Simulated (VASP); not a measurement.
Data:

```
CELL_PARAMETERS angstrom
      0.00000     2.99407     2.99407
      2.99407     0.00000     2.99407
      2.99407     2.99407     0.00000
ATOMIC_POSITIONS crystal
  Li 0.25000 0.25000 0.25000
  Li 0.75000 0.75000 0.75000
  Se 0.00000 0.00000 0.00000
```

The numbers are results of AM05 GGA, VASP's PBE PAW potentials (set 64) (plane waves; VASP 6.6.1), not measurements. Run with 520 eV cut-off, 7×7×7 Γ-centred mesh, tetrahedra with Blöchl corrections, potentials Li_sv Se.

Problem. The job: Li$_{2}$Se (antifluorite), 3 atoms, AM05, static run, 520 eV, 7×7×7 Γ-centred mesh. Roughly how much core time does it take on a busy server core?

Solution. About 10 core-seconds (one run on a shared machine, a rough figure). It had 20 irreducible k-points, 10 bands, up to 1464 plane waves and 13 electronic steps.

The compound is Li2Se in the antifluorite structure. It was relaxed first.
